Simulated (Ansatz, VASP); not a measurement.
# Cross-check of H26C12S3O7 between VASP and Ansatz

One calculation is typed for both programs; each brings its own data sets. How far apart do they land? The cell is taken from a series of runs on this material, whose earlier steps may have relaxed, scaled, displaced or heated it; both programs get it as it stands.

Main program and level: Ansatz 0.2.0; plane waves, with VASP 6.6.1 beside it; single point at PBE with D3(BJ).

**1. Set-up**

The cell holds 192 atoms: 28 O, 12 S, 48 C and 104 H. Its edges and angles: a = 13.149 Å, b = 13.149 Å, c = 13.149 Å, α = 90.0°, β = 90.0°, γ = 90.0°.

**2. Ansatz: single point, PBE with D3(BJ)**

Ansatz runs on its default PAW (the set named soft_2) files.

A single point gives forces, pressure and levels at one fixed geometry, so differences don't come from the geometry; what else differs is listed under the comparison.

The input, input.yaml:

```yaml
crystal:
  lattice:
    - [13.14856, 0.0, 0.0]
    - [0.0, 13.14856, 0.0]
    - [0.0, 0.0, 13.14856]
  atoms:
    - { symbol: O, position: [0.40239, 0.26098, 0.99351] }
    - { symbol: S, position: [0.41992, 0.18673, 0.90926] }
    - { symbol: O, position: [0.5204, 0.15668, 0.88084] }
    - { symbol: C, position: [0.35903, 0.22721, 0.79571] }
    - { symbol: C, position: [0.26698, 0.15771, 0.77634] }
    - { symbol: C, position: [0.29157, 0.05495, 0.83027] }
    - { symbol: C, position: [0.3491, 0.07447, 0.9275] }
    - { symbol: H, position: [0.33784, 0.30967, 0.80231] }
    - { symbol: H, position: [0.41448, 0.2117, 0.73934] }
    - { symbol: H, position: [0.23893, 0.15106, 0.69796] }
    - { symbol: H, position: [0.20361, 0.18842, 0.81989] }
    - { symbol: H, position: [0.23216, 0.01341, 0.85475] }
    - { symbol: H, position: [0.33773, 0.01462, 0.7783] }
    - { symbol: H, position: [0.39401, 0.01766, 0.95046] }
    - { symbol: H, position: [0.30059, 0.09897, 0.99098] }
    - { symbol: O, position: [0.57828, 0.70179, 0.03782] }
    - { symbol: S, position: [0.62229, 0.66258, 0.12946] }
    - { symbol: O, position: [0.5743, 0.6902, 0.22305] }
    - { symbol: C, position: [0.74777, 0.6847, 0.13517] }
    - { symbol: C, position: [0.79272, 0.5967, 0.07177] }
    - { symbol: C, position: [0.73578, 0.50575, 0.10809] }
    - { symbol: C, position: [0.62549, 0.52836, 0.1133] }
    - { symbol: H, position: [0.76742, 0.75219, 0.0933] }
    - { symbol: H, position: [0.77997, 0.6931, 0.21331] }
    - { symbol: H, position: [0.87471, 0.59914, 0.09042] }
    - { symbol: H, position: [0.78046, 0.62209, 0.98836] }
    - { symbol: H, position: [0.7491, 0.4423, 0.0646] }
    - { symbol: H, position: [0.76455, 0.48022, 0.18191] }
    - { symbol: H, position: [0.6055, 0.49988, 0.19195] }
    - { symbol: H, position: [0.57742, 0.50387, 0.04624] }
[... 156 atom lines left out ...]
    - { symbol: O, position: [0.11286, 0.93606, 0.72423] }
    - { symbol: H, position: [0.16205, 0.94801, 0.66746] }
    - { symbol: H, position: [0.09318, 0.00269, 0.75517] }
    - { symbol: O, position: [0.57754, 0.57136, 0.41526] }
    - { symbol: H, position: [0.58724, 0.62734, 0.46582] }
    - { symbol: H, position: [0.53345, 0.59595, 0.35838] }
kpoints:
  mp_grid: { grid: [1, 1, 1] }
hamiltonian:
  xc: pbe
  dispersion: d3bj
scf:
  occupations: { method: fixed }
output:
  forces: true
  stress: true
  populations: intrinsic
  dos:
    method: { smearing: { sigma: 0.15 } }
    de: 0.1
    projected: { site_lists: { C: [C], H: [H], O: [O], S: [S] } }
  eigenvalues: true
```

Launch:

```console
$ ansatz run input.yaml --threads 4 --pin off --max-ram 8192MiB --backend cpu --events-out ev --progress --plain --runs-dir out
```

Numbers of over 12 decimals in the logs are rounded to 6 here.

Output:

```text
Engine: ansatz 0.2.0, x86_64-unknown-linux-gnu
Pseudopotentials: kind: paw
Pseudopotential: O, paw, valence charge 6, recommended cutoff 420 eV (normal), O.paw.azcp
Pseudopotential: S, paw, valence charge 6, recommended cutoff 420 eV (normal), S.paw.azcp
Pseudopotential: C, paw, valence charge 4, recommended cutoff 420 eV (normal), C.paw.azcp
Pseudopotential: H, paw, valence charge 1, recommended cutoff 420 eV (normal), H.paw.azcp
Functional definition: PBE
  parameter kappa = 0.804
  parameter beta = 0.066725
  exchange = pbe_x(kappa = kappa, mu = beta*pi^2/3)
  correlation = pbe_c(beta = beta)
Crystal: 192 atoms, lattice volume = 2273.184 Å³
Basis set: ecut = 420 eV, 44299 PW (Γ), exchange–correlation on 180×180×180 points (8 copies of the dense FFT grid, shifted against one another)
Bands: 460, of which v1, the nominal top of the filled ones, is band 268 counted from 1 (267 counted from 0)
Symmetry: 1 space group operations
Space group: P1 (ITA 1), of the structure as read, at distance tolerance 1.3e-4 Å
k-points: 1
Non-local potential: O, projectors of the file, l = 0: 2, l = 1: 2, l = 2: 1
Non-local potential: S, projectors of the file, l = 0: 2, l = 1: 2, l = 2: 2
Non-local potential: C, projectors of the file, l = 0: 2, l = 1: 2, l = 2: 1
Non-local potential: H, projectors of the file, l = 0: 2, l = 1: 1
PAW form: soft (Blöchl's): semilocal exchange-correlation on the pseudo side does not see the compensation charge
PAW one-centre angular grid: O, 110 points (default); XC on 64 Gauss nodes
PAW one-centre angular grid: S, 110 points (default); XC on 64 Gauss nodes
PAW one-centre angular grid: C, 110 points (default); XC on 64 Gauss nodes
PAW one-centre angular grid: H, 110 points (default); XC on 64 Gauss nodes
Initial density: superposition of atomic densities (neutral atoms: chi_scale 0, normalization atom), corrected by the library's trained network
Initial wavefunctions: pseudopotential atomic-orbital guess
Functional: x = pbe(κ = 0.804, μ = 0.219515), c = pbe(β = 0.066725)
SCF iter   1: F=—  HF=-40408.974825 eV  |F-HF|=—  |Δ(HF+E_count)|=         —  Δρ=6.78e-3  dr2=1.27e0  ethr=1.77e-3  ⟨swp⟩=5.0  Hψ=1742  notcnv=0  defer=188
preconditioner: auto → Resta (q_TF=auto, 2.144 Å⁻¹)  ε∞=2.4  [insulator: Δε(μ)=4.718 eV  Ē_g=15.146 eV  n_scr=388 (ndim 8)  ℏωp=17.6 eV  f_vac=0.303  ε∞_Penn≈2.4]
SCF iter   2: F=—  HF=-40408.631626 eV  |F-HF|=—  |Δ(HF+E_count)|=   3.43e-1  Δρ=3.80e-3  dr2=2.43e-1  ethr=2.38e-4  ⟨swp⟩=2.0  Hψ=784  notcnv=0  defer=190
SCF iter   3: F=—  HF=-40408.610730 eV  |F-HF|=—  |Δ(HF+E_count)|=   2.09e-2  Δρ=1.45e-3  dr2=6.49e-2  ethr=4.53e-5  ⟨swp⟩=3.0  Hψ=544  notcnv=0  defer=190
SCF iter   4: F=—  HF=-40408.608572 eV  |F-HF|=—  |Δ(HF+E_count)|=   2.16e-3  Δρ=6.03e-4  dr2=1.23e-2  ethr=1.21e-5  ⟨swp⟩=3.0  Hψ=404  notcnv=0  defer=190
SCF iter   5: F=—  HF=-40408.606815 eV  |F-HF|=—  |Δ(HF+E_count)|=   1.76e-3  Δρ=2.65e-4  dr2=2.08e-3  ethr=2.30e-6  ⟨swp⟩=3.0  Hψ=538  notcnv=0  defer=190
SCF iter   6: F=—  HF=-40408.606336 eV  |F-HF|=—  |Δ(HF+E_count)|=   4.79e-4  Δρ=1.07e-4  dr2=2.97e-4  ethr=3.88e-7  ⟨swp⟩=2.0  Hψ=540  notcnv=0  defer=190
SCF iter   7: F=—  HF=-40408.606245 eV  |F-HF|=—  |Δ(HF+E_count)|=   9.12e-5  Δρ=2.94e-5  dr2=2.53e-5  ethr=5.54e-8  ⟨swp⟩=2.0  Hψ=792  notcnv=0  defer=190
SCF iter   8: F=—  HF=-40408.606754 eV  |F-HF|=—  |Δ(HF+E_count)|=   5.08e-4  Δρ=1.72e-5  dr2=6.69e-6  ethr=4.72e-9  ⟨swp⟩=2.0  Hψ=544  notcnv=0  defer=189
SCF iter   9: F=—  HF=-40408.606752 eV  |F-HF|=—  |Δ(HF+E_count)|=   1.47e-6  Δρ=5.86e-6  dr2=8.10e-7  ethr=1.25e-9  ⟨swp⟩=2.0  Hψ=542  notcnv=0  defer=189
SCF iter  10: F=—  HF=-40408.606752 eV  |F-HF|=—  |Δ(HF+E_count)|=   3.64e-8  Δρ=2.32e-6  dr2=1.29e-7  ethr=1.51e-10  ⟨swp⟩=2.0  Hψ=540  notcnv=0  defer=189
SCF iter  11: F=-40408.606752 eV  HF=-40408.606752 eV  |F-HF|=1.25e-8  |Δ(HF+E_count)|=   1.63e-8  Δρ=1.06e-6  dr2=2.61e-8  ethr=1.87e-11  ⟨swp⟩=17.0  Hψ=3407  notcnv=0
SCF 1 converged in 11 iterations: F = -40408.606752 eV  dr2 = 2.61e-8
  greatest PAW one-centre occupation: 0.882 electrons in one spin orbital (limit 2), on the O atom at site 135 (counted from 0), in its partial waves of l = 0
SCF converged after 11 iterations
Free energy (F): -40408.606752 eV
Harris-Foulkes:  -40408.606752 eV  (|F-HF|=1.25e-8)
Internal energy: -40408.606752 eV  (E = F + TS)
E sigma→0 (E₀):  -40408.606752 eV
Fermi energy:    -0.950432 eV
--- Per-component energies (eV) ---
  E_band       = -4344.690909
  E_kinetic    = 12234.769136
  E_local      = -42614.567828  (includes V_loc(G=0)·N_el)
  E_nonlocal   = 3156.169565
  E_hartree    = 16086.698619
  E_xc         = -6518.290922
  E_vxc        = -7806.840008  (∫ρ·V_xc dr)
  E_paw        = -16478.418997  (= ΣΔE_a)
  E_vpaw       = -1487.543640  (= ΣTr[D̂ρ^β])
  E_aug_tail   = -0.073814  (compensation charges beyond the density's cutoff)
  E_ewald      = -6264.640302
[...]
--- intrinsic populations: 192 sites ---
  site symbol       q [e]
     0      O      6.9171
     1      S      3.9613
     2      O      6.9243
     3      C      4.5671
     4      C      4.3334
     5      C      4.3572
     6      C      4.5925
     7      H      0.7893
     8      H      0.7837
     9      H      0.8077
    10      H      0.8129
    11      H      0.7824
    12      H      0.8197
    13      H      0.7518
    14      H      0.8070
    15      O      6.9185
    16      S      3.8666
    17      O      6.9170
    18      C      4.6114
    19      C      4.3025
    20      C      4.3619
    21      C      4.5588
    22      H      0.7811
    23      H      0.7705
[...]
184      H      0.6247
   185      H      0.6297
   186      O      6.8191
   187      H      0.6141
   188      H      0.6200
   189      O      6.8254
   190      H      0.6233
   191      H      0.6236
  spilling = -0.000000 (of n_electrons = 536.000000)
```

**3. VASP: single point, PBE with D3(BJ)**

The same cell, functional and mesh now go to VASP, with its own data sets.

Lines of VASP's logs that name or quote its potential files are left out, and so is its time.

The input, INCAR:

```
SYSTEM = H26C12S3O7
PREC = Accurate
ENCUT = 600
EDIFF = 1E-06
NELM = 120
ISMEAR = 0
SIGMA = 0.01
LREAL = Auto
ALGO = Normal
GGA = PE
IVDW = 12
NBANDS = 402
LORBIT = 11
LWAVE = .FALSE.
LCHARG = .FALSE.
ISIF = 2
LASPH = .TRUE.
GGA_COMPAT = .FALSE.
EFERMI = MIDGAP
```

The input, POSCAR:

```
H26C12S3O7
1.0
   13.1485600000      0.0000000000      0.0000000000
    0.0000000000     13.1485600000      0.0000000000
    0.0000000000      0.0000000000     13.1485600000
O S C H
28 12 48 104
Direct
    0.4023900000      0.2609800000      0.9935100000
    0.5204000000      0.1566800000      0.8808400000
    0.5782800000      0.7017900000      0.0378200000
    0.5743000000      0.6902000000      0.2230500000
    0.6087400000      0.7310800000      0.5475300000
    0.7609500000      0.8365400000      0.5672100000
    0.2956900000      0.6038700000      0.5572200000
    0.3958300000      0.7642900000      0.6084300000
    0.4136100000      0.3242600000      0.5709600000
    0.4892000000      0.3117300000      0.3919700000
    0.9441700000      0.4526000000      0.3674600000
    0.9207700000      0.6390400000      0.3343900000
    0.9374600000      0.0304400000      0.0512400000
    0.0541900000      0.0509200000      0.9053100000
    0.2650700000      0.8772600000      0.3513700000
    0.2359100000      0.8732200000      0.1608800000
    0.6974900000      0.9631100000      0.0403000000
    0.7299200000      0.9606700000      0.2307900000
    0.2468900000      0.4915700000      0.0181900000
    0.1903500000      0.3790700000      0.8764400000
    0.8978700000      0.1110400000      0.5853000000
    0.0705200000      0.1151900000      0.5096900000
    0.7936800000      0.2379500000      0.9020800000
    0.8523400000      0.4090200000      0.8347300000
    0.2707800000      0.9240700000      0.5649900000
    0.5613000000      0.8701000000      0.9255800000
    0.1128600000      0.9360600000      0.7242300000
    0.5775400000      0.5713600000      0.4152600000
    0.4199200000      0.1867300000      0.9092600000
    0.6222900000      0.6625800000      0.1294600000
[... 156 atom lines left out ...]
    0.5669800000      0.7968500000      0.9452400000
    0.6139500000      0.9104800000      0.9627600000
    0.1620500000      0.9480100000      0.6674600000
    0.0931800000      0.0026900000      0.7551700000
    0.5872400000      0.6273400000      0.4658200000
    0.5334500000      0.5959500000      0.3583800000
```

The input, KPOINTS:

```
Automatic mesh
0
Gamma
1 1 1
0 0 0
```

Potentials, in the order of the species: O, S, C and H (PBE family, release 64).

Launch:

```console
$ export OMP_NUM_THREADS=3
$ mpirun -np 1 vasp_gam
```

Output:

```text
[banner, memory and clock lines left out]
running    1 mpi-ranks, on    1 nodes
[...]
Offloading initialized ...    1 GPUs detected
[...]
LDA part: xc-table for (Slater+PW92), standard interpolation
 POSCAR, INCAR and KPOINTS ok, starting setup
[...]
entering main loop
       N       E                     dE             d eps       ncg     rms          rms(c)
DAV:   1     0.459539275647E+04    0.45954E+04   -0.29624E+05   812   0.137E+03
DAV:   2    -0.600610808940E+03   -0.51960E+04   -0.49384E+04  1024   0.303E+02
DAV:   3    -0.115205331481E+04   -0.55144E+03   -0.54696E+03   992   0.103E+02
DAV:   4    -0.116569011054E+04   -0.13637E+02   -0.13567E+02  1024   0.179E+01
[...]
DAV:  19    -0.104304815486E+04    0.48371E-05   -0.40524E-06   984   0.796E-03    0.443E-03
DAV:  20    -0.104304815308E+04    0.17855E-05   -0.40549E-06   912   0.454E-03    0.303E-03
DAV:  21    -0.104304815221E+04    0.86897E-06   -0.43384E-07   696   0.273E-03
   1 F= -.10532988E+04 E0= -.10532988E+04  d E =0.000000E+00
```

From OUTCAR (step 3):

```text
  FREE ENERGIE OF THE ION-ELECTRON SYSTEM (eV)
  ---------------------------------------------------
  free  energy   TOTEN  =     -1053.2988017523 eV

  energy  without entropy=    -1053.2988017523  energy(sigma->0) =    -1053.29880175
```

The run ends at a pressure of 3.46 GPa, with forces up to 5.7 eV/Å.

**4. Differences**

Known differences besides the potentials themselves: fixed occupations in Ansatz, narrow Gaussian smearing in VASP; the cutoff is 420 eV in Ansatz and 600 eV in VASP (PREC = Accurate, projectors in real space). Total energies have different zeros and are not compared.

Compared:

```csv
quantity,Ansatz,VASP,difference
pressure (GPa),3.89,3.46,+0.43
gap on the k mesh (eV),4.707,4.691,+0.015
```

Forces on 10 of the 192 atoms, those with the largest forces and the largest differences (eV/Å; atoms numbered as in POSCAR):

```csv
atom,"Ansatz x, y, z","VASP x, y, z"
O6,"1.918, 0.321, 0.163","1.549, 0.278, 0.189"
O14,"1.794, 1.712, -1.565","1.533, 1.450, -1.327"
O19,"1.470, 1.707, 0.990","1.221, 1.416, 0.835"
C44,"-2.540, 3.368, -0.142","-2.502, 3.387, -0.134"
C57,"-3.514, -3.924, 0.131","-3.461, -3.946, 0.137"
C69,"1.704, -1.704, -5.230","1.730, -1.679, -5.210"
C85,"-0.544, 3.501, -1.890","-0.502, 3.469, -1.879"
H95,"2.587, -3.054, 1.150","2.592, -3.048, 1.149"
H122,"2.038, 3.291, -1.135","2.039, 3.282, -1.130"
H145,"-1.788, 0.214, 3.350","-1.785, 0.216, 3.349"
```

The forces differ by 74 meV/Å r.m.s., which is 6.4 % of the r.m.s. force of 1.153 eV/Å (both taken over all components). A gap on the mesh is an upper bound, since the band edges may lie between its points.

**5. What came out**

- r.m.s. force difference (single point, PBE with D3(BJ)): 6.4 % of the r.m.s. force

What this shows: The r.m.s. force difference is 6.4 % of the r.m.s. force (single point, PBE with D3(BJ)), beyond the 3 % picked in this series as the mark of a large difference. What causes the difference of the single point, PBE with D3(BJ) pair stays open here. Such differences can come from data sets, numerical settings and the points named under the comparisons, not from the functional's error against experiment.

[Lines on the potential files, build, host, timing and source positions are cut from VASP's logs without a mark.]

[Logs are printed without paths, hosts, clocks, repeated set-up lines and the standing remarks that a program may print on its own settings, such as how far it seeks lower states.]

[Hosts, paths, dates, database ids (printed as entryN), source tags and the programs' standing remarks are cut or masked in the printed files.]
